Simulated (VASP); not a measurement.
OSZICAR of a VASP run on PbTe (rock salt):

File OSZICAR:
```
       N       E                     dE             d eps       ncg     rms          rms(c)
DAV:   1     0.707565442283E+02    0.70757E+02   -0.89815E+03   848   0.131E+03
DAV:   2    -0.760093076489E+02   -0.14677E+03   -0.14313E+03   846   0.333E+02
DAV:   3    -0.868122601691E+02   -0.10803E+02   -0.10773E+02  1152   0.989E+01
DAV:   4    -0.870904018769E+02   -0.27814E+00   -0.27805E+00   946   0.190E+01
DAV:   5    -0.871021737970E+02   -0.11772E-01   -0.11772E-01  1234   0.365E+00    0.309E+00
DAV:   6    -0.826714218444E+02    0.44308E+01   -0.19355E+00   996   0.269E+01    0.269E+00
DAV:   7    -0.825931707344E+02    0.78251E-01   -0.71304E-01   840   0.917E+00    0.161E+00
DAV:   8    -0.826038136764E+02   -0.10643E-01   -0.81093E-01   840   0.526E+00    0.641E-01
DAV:   9    -0.826631246274E+02   -0.59311E-01   -0.63783E-02   852   0.222E+00    0.571E-01
DAV:  10    -0.826243721589E+02    0.38752E-01   -0.39311E-02   846   0.148E+00    0.957E-01
DAV:  11    -0.826990437023E+02   -0.74672E-01   -0.23249E-01   840   0.319E+00    0.215E-01
DAV:  12    -0.827001810778E+02   -0.11374E-02   -0.12870E-02   960   0.821E-01    0.148E-01
DAV:  13    -0.827023651567E+02   -0.21841E-02   -0.61550E-04   894   0.212E-01    0.125E-01
DAV:  14    -0.827008283813E+02    0.15368E-02   -0.52642E-04   852   0.311E-01    0.215E-01
DAV:  15    -0.827049959729E+02   -0.41676E-02   -0.51432E-03   840   0.787E-01    0.364E-02
DAV:  16    -0.827050451667E+02   -0.49194E-04   -0.32737E-04   972   0.178E-01    0.566E-02
DAV:  17    -0.827050513759E+02   -0.62092E-05   -0.10281E-05   972   0.229E-02    0.588E-02
DAV:  18    -0.827050654023E+02   -0.14026E-04   -0.33287E-06   864   0.188E-02    0.610E-02
DAV:  19    -0.827050572263E+02    0.81760E-05   -0.18599E-05  1032   0.674E-02    0.765E-03
DAV:  20    -0.827050684747E+02   -0.11248E-04   -0.42853E-05   966   0.807E-02    0.497E-02
DAV:  21    -0.827050699757E+02   -0.15010E-05   -0.37492E-06   960   0.266E-02    0.304E-02
DAV:  22    -0.827050699029E+02    0.72798E-07   -0.11672E-06  1002   0.199E-02    0.110E-02
DAV:  23    -0.827050704250E+02   -0.52210E-06   -0.29027E-07   752   0.859E-03    0.493E-03
DAV:  24    -0.827050704918E+02   -0.66809E-07   -0.10480E-07   534   0.496E-03
   1 F= -.82705070E+02 E0= -.82705070E+02  d E =-.113479E-10
```

Which electronic solver shows in the log?

It is blocked Davidson (ALGO = Normal, or the opening steps of other solvers). The INCAR had ALGO = Normal.

Can the final energy be trusted as converged?

The run converged. It stopped with EDIFF = 1E-7, NELM = 100 (r2SCAN meta-GGA, plane waves, VASP's PBE PAW potentials (set 64)).

The compound is PbTe in the rock salt structure. This cell was strained or had an atom moved on purpose.
